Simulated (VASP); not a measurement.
Consider the following.

```
CaC6
1.0
    4.69698    -2.17216    -0.00260
    4.69698     2.17216    -0.00260
    3.69445     0.00000     3.62366
Ca C
1 6
Direct
  0.00000   0.00000   0.00000
  0.16682   0.83318   0.50000
  0.50000   0.16682   0.83318
  0.83318   0.50000   0.16682
  0.83318   0.16682   0.50000
  0.50000   0.83318   0.16682
  0.16682   0.50000   0.83318
```

Level of theory: PBE GGA, VASP's PBE PAW potentials (set 64) (plane waves; VASP). Numerical set-up: 520 eV cut-off, 8×8×8 Γ-centred mesh, first-order Methfessel-Paxton smearing of 0.10 eV, potentials Ca_sv C.

Q: Predict the energy per atom (σ→0), band gap (on the k-mesh) with the smallest direct gap where there is one.

A: 
| Item | Value |
|---|---|
| band gap (on the k-mesh) | none (metal, semimetal or under 0.01 eV) |
| energy per atom (σ→0) | -8.215 eV/atom |

The compound is CaC6 in the sg166 structure. It was relaxed first. The start is the result of an earlier pass.
